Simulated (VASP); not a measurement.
All values below come from PBE GGA, VASP's PBE PAW potentials (set 64) (plane waves; VASP).

Input for VASP

### KPOINTS
```
K-points
0
G
 12 12 6
```

POSCAR:
```
Mg
1
    1.6435200000    -2.8466600000     0.0000000000
    1.6435200000     2.8466600000     0.0000000000
    0.0000000000     0.0000000000     5.3350400000
Mg
2
Direct
  0.3333330000   0.6666670000   0.2500000000
  0.6666670000   0.3333330000   0.7500000000
```

### INCAR
```
LREAL = .FALSE.
LCHARG = .FALSE.
ISMEAR = -1
LWAVE = .FALSE.
ISIF = 2   # forces and stress, cell fixed
SYSTEM = Mg
ALGO = Normal   # blocked Davidson
NELM = 100
PREC = Accurate
SIGMA = 0.1   # width (eV)
EDIFF = 1E-6   # SCF stop (eV)
GGA = PE   # PBE
LASPH = .TRUE.   # aspherical one-centre terms
ENCUT = 300   # plane-wave cut-off (eV)
```

POTCAR, in this order: Mg (PBE.64 set). Program: vasp_std.

### Question
What will the output report for the number of irreducible k-points (NKPTS), largest plane-wave count, number of space-group operations, FFT grid (NGX, NGY, NGZ)?

### Answer

The number of irreducible k-points (NKPTS) is 76 and the largest plane-wave count is 604. The number of space-group operations is 24 and the FFT grid (NGX, NGY, NGZ) is 20 × 20 × 30.

The structure is a typed Mg crystal (P6_3/mmc). The cell was not relaxed at this level.
